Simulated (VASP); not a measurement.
Here is the system:

```xyz
4
Lattice="2.2698 -3.9314 0.0000 2.2698 3.9314 0.0000 0.0000 0.0000 7.3866" Properties=species:S:1:pos:R:3 pbc="T T T"
Mg     2.2698    -1.3105     3.6921
Mg     2.2698     1.3105     7.3854
Te     2.2698    -1.3105     6.4720
Te     2.2698     1.3105     2.7786
```

Level of theory: PBE GGA with D3 dispersion (Becke-Johnson damping), VASP's PBE PAW potentials (set 64) (plane waves; VASP). Run with 520 eV cut-off, Gaussian smearing of 0.050 eV, potentials Mg Te.

Unless said otherwise, spin-orbit coupling is left out, though it shifts the bands of the heavy elements here.

Give the energies of bands 3 to 11 at the high-symmetry points, in eV from the valence-band maximum.

```csv
band,Γ,M,K,A,L,H
3,-3.33,-3.15,-2.61,-2.04,-3.23,-3.02
4,-0.50,-2.67,-2.61,-2.04,-3.23,-3.02
5,-0.50,-2.02,-2.42,-0.27,-0.92,-1.99
6,-0.01,-1.26,-1.45,-0.27,-0.92,-1.99
7,-0.01,-1.03,-1.45,-0.27,-0.91,-0.64
8,0.00,-0.46,-1.41,-0.27,-0.91,-0.64
9,2.57,3.16,3.50,3.53,3.24,3.91
10,3.02,3.91,5.82,3.53,3.24,3.91
11,5.30,4.29,5.82,5.55,4.27,5.15
```

The gap is direct, 2.57 eV, from the valence maximum at Γ to the conduction minimum at Γ.

The compound is MgTe in the wurtzite structure. It was relaxed first.
